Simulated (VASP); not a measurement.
The input files of a VASP run:

### KPOINTS
```
Automatic mesh
0
Gamma
18 18 18
0 0 0
```

INCAR:
```
! general
SYSTEM   =  CuPt
PREC     =  Accurate
ENCUT    =  400   ! plane-wave cut-off (eV)
LREAL    =  .FALSE.   ! projection in real space or not
LASPH    =  .TRUE.   ! aspherical one-centre terms

! electronic loop
EDIFF    =  1E-7
NELM     =  100   ! most electronic steps
ALGO     =  Normal
LMAXMIX  =  6   ! l cut-off of mixed one-centre charges

! smearing
ISMEAR   =  -5

! functional
GGA      =  PS   ! PBEsol

! ions
ISIF     =  2   ! forces and stress, cell fixed

! output
LWAVE    =  .FALSE.
LCHARG   =  .TRUE.
LORBIT   =  11   ! lm-projected
NEDOS    =  601
```

POSCAR:
```
CuPt
1
    1.3500681701     0.7794623580     4.2384493699
   -1.3500681701     0.7794623580     4.2384493699
    0.0000000000    -1.5589247160     4.2384493699
Cu Pt
1 1
Direct
  0.0000000000   0.0000000000   0.0000000000
  0.5000000000   0.5000000000   0.5000000000
```

POTCAR, in this order: Cu Pt (PBE.64 set). Program: vasp_std.

Q: Write an equivalent input for Quantum ESPRESSO's pw.x.

A: One equivalent input (not run):
```
&CONTROL
  calculation = 'scf'
  pseudo_dir = './pseudo'
  outdir = './out'
  tprnfor = .true.
  tstress = .true.
/
&SYSTEM
  ibrav = 0
  nat = 2
  ntyp = 2
  ecutwfc = 92
  occupations = 'tetrahedra'
  input_dft = 'pbesol'
/
&ELECTRONS
  conv_thr = 7.3e-09
  electron_maxstep = 100
/
ATOMIC_SPECIES
  Cu 63.546 Cu.upf
  Pt 195.084 Pt.upf
CELL_PARAMETERS angstrom
     1.3500682    0.7794624    4.2384494
    -1.3500682    0.7794624    4.2384494
     0.0000000   -1.5589247    4.2384494
ATOMIC_POSITIONS crystal
  Cu   0.0000000  0.0000000  0.0000000
  Pt   0.5000000  0.5000000  0.5000000
K_POINTS automatic
  18 18 18 0 0 0
```
The two are equivalent in intent, not identical: the potentials are each code's own (VASP's PAW set, PseudoDojo norm-conserving files in pw.x), so ENCUT and ecutwfc are chosen apart and not converted; conv_thr bounds pw.x's estimated SCF error, while EDIFF bounds the energy change between steps.

The structure was generated: CuPt was put into the CuPt type (R-3m), which need not be its known phase. It was relaxed first.
